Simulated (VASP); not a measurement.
Output of a VASP run:

File OSZICAR:
```
       N       E                     dE             d eps       ncg     rms          rms(c)
DAV:   1     0.730368643023E+03    0.73037E+03   -0.35824E+04   640   0.135E+03
DAV:   2     0.591152274164E+02   -0.67125E+03   -0.64543E+03   648   0.359E+02
DAV:   3    -0.391542268341E+02   -0.98269E+02   -0.97195E+02   728   0.133E+02
DAV:   4    -0.435138478402E+02   -0.43596E+01   -0.43434E+01   720   0.292E+01
DAV:   5    -0.435939541699E+02   -0.80106E-01   -0.80029E-01   768   0.391E+00    0.161E+01
DAV:   6    -0.409255325061E+02    0.26684E+01   -0.55228E+00   968   0.409E+01    0.124E+01
DAV:   7    -0.412140688549E+02   -0.28854E+00   -0.86305E+00   752   0.911E+00    0.447E+00
DAV:   8    -0.410210903762E+02    0.19298E+00   -0.85202E-01   816   0.679E+00    0.136E+00
DAV:   9    -0.410212603776E+02   -0.17000E-03   -0.16423E-01   824   0.351E+00    0.497E-01
DAV:  10    -0.410217169958E+02   -0.45662E-03   -0.84182E-03   744   0.115E+00    0.352E-01
DAV:  11    -0.410218904262E+02   -0.17343E-03   -0.89299E-04   768   0.195E-01    0.333E-01
DAV:  12    -0.410229586054E+02   -0.10682E-02   -0.20635E-03   832   0.336E-01    0.174E-01
DAV:  13    -0.410225690175E+02    0.38959E-03   -0.12372E-03   864   0.384E-01    0.973E-02
DAV:  14    -0.410225793185E+02   -0.10301E-04   -0.17251E-04   728   0.559E-02    0.703E-02
DAV:  15    -0.410225815906E+02   -0.22721E-05   -0.66379E-06   776   0.482E-02    0.507E-02
DAV:  16    -0.410225758498E+02    0.57409E-05   -0.10709E-05   688   0.190E-02    0.203E-02
DAV:  17    -0.410225732002E+02    0.26495E-05   -0.18404E-05   816   0.325E-02    0.585E-03
DAV:  18    -0.410225735516E+02   -0.35142E-06   -0.52930E-06   640   0.126E-02
   1 F= -.41022574E+02 E0= -.41022574E+02  d E =-.283559E-41
```

OUTCAR:
```
------------------------ aborting loop because EDIFF is reached ----------------------------------------
  FORCE on cell =-STRESS in cart. coord.  units (eV):
  Direction    XX          YY          ZZ          XY          YZ          ZX
  --------------------------------------------------------------------------------------
  Total       -2.5704549     -2.5704551     -2.7483313      0.0000000      0.0000000      0.0000000
  in kB      -16.5885027    -16.5885041    -17.7364333      0.0000000      0.0000000      0.0000000
  external PRESSURE =     -16.9711467 kB  Pullay stress =       0.0000000 kB
  volume of cell :      248.26
      direct lattice vectors                 reciprocal lattice vectors
     3.880692000  0.000000000  0.000000000     0.257686000  0.148775075  0.000000000
    -1.940346000  3.360778000  0.000000000     0.000000000  0.297550151  0.000000000
     0.000000000  0.000000000 19.035504000     0.000000000  0.000000000  0.052533413
  FREE ENERGIE OF THE ION-ELECTRON SYSTEM (eV)
  ---------------------------------------------------
  free  energy   TOTEN  =       -41.0225735516 eV

  energy  without entropy=      -41.0225735516  energy(sigma->0) =      -41.02257355
```
(Selected blocks of OUTCAR.)

POSCAR:
```
ZnS
1
    3.8806920000     0.0000000000     0.0000000000
   -1.9403460000     3.3607780000     0.0000000000
    0.0000000000     0.0000000000    19.0355040000
Zn S
6 6
Direct
  0.3333330000   0.6666670000   0.8332600000
  0.6666670000   0.3333330000   0.3332600000
  0.6666670000   0.3333330000   0.6668600000
  0.3333330000   0.6666670000   0.1668600000
  0.0000000000   0.0000000000   0.4999400000
  0.0000000000   0.0000000000   0.9999400000
  0.3333330000   0.6666670000   0.9581200000
  0.6666670000   0.3333330000   0.4581200000
  0.6666670000   0.3333330000   0.7917100000
  0.3333330000   0.6666670000   0.2917100000
  0.0000000000   0.0000000000   0.6251100000
  0.0000000000   0.0000000000   0.1251100000
```

**Question.** Write an INCAR and KPOINTS that could have produced this output.

**Answer.** One answer among several that fit: the input of the run itself, PBE GGA, plane waves, VASP's PBE PAW potentials (set 64).

**KPOINTS**
```
Automatic mesh
0
Gamma
5 5 1
0 0 0
```

**INCAR**
```
ALGO  =  Normal
EDIFF  =  1E-6
ENCUT  =  300
GGA  =  PE
ISIF  =  2
ISMEAR  =  0
LASPH  =  .TRUE.
LCHARG  =  .FALSE.
LMAXMIX  =  4
LREAL  =  .FALSE.
LWAVE  =  .FALSE.
NELM  =  100
PREC  =  Accurate
SIGMA  =  0.01
SYSTEM  =  ZnS
```

POTCAR, in this order: Zn S (PBE.64 set). Program: vasp_std.

At this cut-off the stress carries a Pulay error, which pulls relaxed volumes low.

The structure comes from a computed database's ZnS entry; how it stands against other phases isn't given here. The cell was not relaxed at this level.
